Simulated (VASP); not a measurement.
An input for Quantum ESPRESSO's pw.x (written as the equivalent of a VASP run, and not itself run):

```
&CONTROL
  calculation = 'vc-relax'
  pseudo_dir = './pseudo'
  outdir = './out'
  tprnfor = .true.
  tstress = .true.
  nstep = 30
  forc_conv_thr = 0.00039
/
&SYSTEM
  ibrav = 0
  nat = 4
  ntyp = 2
  ecutwfc = 102
  occupations = 'smearing'
  smearing = 'gaussian'
  degauss = 0.003675
  input_dft = 'revpbe'
/
&ELECTRONS
  conv_thr = 7.3e-09
  electron_maxstep = 100
/
&IONS
/
&CELL
  cell_dofree = 'shape'
/
ATOMIC_SPECIES
  Cd 112.414 Cd.upf
  S 32.060 S.upf
CELL_PARAMETERS angstrom
     2.1652857   -3.7503847    0.0000000
     2.1652857    3.7503847    0.0000000
     0.0000000    0.0000000    7.0329504
ATOMIC_POSITIONS crystal
  Cd   0.6666670  0.3333330  0.4999971
  Cd   0.3333330  0.6666670  0.9999971
  S    0.6666670  0.3333330  0.8770029
  S    0.3333330  0.6666670  0.3770029
K_POINTS automatic
  6 6 4 0 0 0
```

### Question
Write the VASP files for the same calculation (revPBE).

### Answer
This is not unique; one that fits is 
**POSCAR**
```
CdS
1
    2.1652857324    -3.7503847128     0.0000000000
    2.1652857324     3.7503847128     0.0000000000
    0.0000000000     0.0000000000     7.0329504057
Cd S
2 2
Direct
  0.6666670000   0.3333330000   0.4999970742
  0.3333330000   0.6666670000   0.9999970742
  0.6666670000   0.3333330000   0.8770029258
  0.3333330000   0.6666670000   0.3770029258
```

### KPOINTS
```
Regular mesh
0
gamma
 6 6 4
```

INCAR:
```
# general
SYSTEM  = CdS
PREC    = Accurate
ENCUT   = 520   # plane-wave cut-off (eV)
LREAL   = F   # projection in real space or not
LASPH   = T

# electronic loop
EDIFF   = 1E-7   # SCF stop (eV)
NELM    = 100
ALGO    = Normal
LMAXMIX = 4

# smearing
ISMEAR  = 0   # Gaussian
SIGMA   = 0.05   # width (eV)

# functional
GGA     = RE   # revPBE

# ions
IBRION  = 2
NSW     = 30
ISIF    = 4
EDIFFG  = -0.01   # ionic stop

# output
LWAVE   = F
LCHARG  = F
```

POTCAR, in this order: Cd S (PBE.64 set). Program: vasp_std.

Limits of the translation: the potentials are each code's own (VASP's PAW set, PseudoDojo norm-conserving files in pw.x), so ENCUT and ecutwfc are chosen apart and not converted; conv_thr bounds pw.x's estimated SCF error, while EDIFF bounds the energy change between steps; forc_conv_thr acts on force components and is met together with etot_conv_thr.

The compound is CdS in the wurtzite structure. This cell is one point of a volume scan, at 1.06 of the reference volume.
